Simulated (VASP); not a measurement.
Input:

```
CELL_PARAMETERS angstrom
      0.00000     3.08806     3.08806
      3.08806     0.00000     3.08806
      3.08806     3.08806     0.00000
ATOMIC_POSITIONS crystal
  Pb 0.00000 0.00000 0.00000
  S  0.50000 0.50000 0.50000
```

All values below come from revPBE GGA, VASP's PBE PAW potentials (set 64) (plane waves; VASP). Settings: 520 eV cut-off, 8×8×8 Γ-centred mesh, Gaussian smearing of 0.050 eV, potentials Pb_d S.

Question: Give the stress tensor in GPa (positive for a compressed cell).

Answer: 
```
-2.49   0.00   0.00
 0.00  -2.49   0.00
 0.00   0.00  -2.49
```
The pressure is its mean diagonal, -2.49 GPa.

The compound is PbS in the rock salt structure. This cell is one point of a volume scan, at 1.06 of the reference volume.
